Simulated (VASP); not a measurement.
A run of VASP 6.6.1 is set up as follows.

run.py

```python
from ase.calculators.vasp import Vasp
from ase.dft.dos import DOS
from ase.spacegroup import crystal

atoms = crystal(
    ['Fe', 'W'],
    basis=[[0.0, 0.0, 0.0], [0.5, 0.0, 0.5]],
    spacegroup=65,
    setting=1,
    cellpar=[3.0869806, 4.41212785, 4.32353024, 90.0, 90.0, 90.0],
    primitive_cell=True,
)
atoms.set_initial_magnetic_moments([3.0, 0.0])
calc = Vasp(
    directory='calc',
    xc='rpbe',
    pp='PBE',
    setups={'base': 'minimal', 'W': '_sv'},
    prec='Accurate',
    encut=520,
    ediff=1e-07,
    ismear=0,
    sigma=0.05,
    lreal=False,
    lasph=True,
    nelm=150,
    algo='Normal',
    isif=2,
    lwave=False,
    lcharg=False,
    ispin=2,
    lorbit=10,
    lmaxmix=4,
    ldautype=1,
    ldauprint=1,
    ivdw=12,
    ldau_luj={'Fe': {'L': 2, 'U': 6, 'J': 1.0}, 'W': {'L': 2, 'U': 5.3, 'J': 1.0}},
    kpts=[10, 10, 6],
    gamma=True,
    nbands=22,
)
atoms.calc = calc

print('energy (eV):', atoms.get_potential_energy())
print('free energy (eV):', atoms.get_potential_energy(force_consistent=True))
print('forces (eV/A):')
print(atoms.get_forces())
print('stress (eV/A^3, Voigt):', atoms.get_stress())
print('Fermi level (eV):', calc.get_fermi_level())
print('moment (muB):', atoms.get_magnetic_moment())
print('site moments (muB):', atoms.get_magnetic_moments())
dos = DOS(calc, width=0.2, window=(-10, 10), npts=301)
print('E - E_F (eV), DOS (1/eV)')
for e, g in zip(dos.get_energies(), dos.get_dos()):
    print(f'{e:8.3f} {g:10.4f}')
```

Potentials or basis: VASP PAW PBE potentials, release 64 (Fe, W_sv).

Launch:

```console
$ python run.py
```

Task: Predict the dispersion energy per atom.

Result: -2.995 eV.

Task: Estimate the band gap on the k mesh.

Result: None (metal or under the smearing width).

Task: Predict the site moments.

Result: Fe +2.83; W -0.33 μB.

Task: Predict the net moment.

Result: 2.39 μB per cell.

Eigenvalues of the final occupation matrices:
```csv
site,spin,trace,eigenvalues
site 1 d,1,4.56,0.86 0.88 0.93 0.94 0.95
site 1 d,2,1.74,0.05 0.07 0.07 0.75 0.80
site 2 d,1,1.50,0.21 0.21 0.28 0.35 0.45
site 2 d,2,1.76,0.27 0.29 0.35 0.39 0.46
```

Caveat: the PAW data sets were made with another functional, which shifts forces and pressure a little; the U is typed as a test and isn't derived for this compound. The state reached can hang on the start; a lower one may exist.
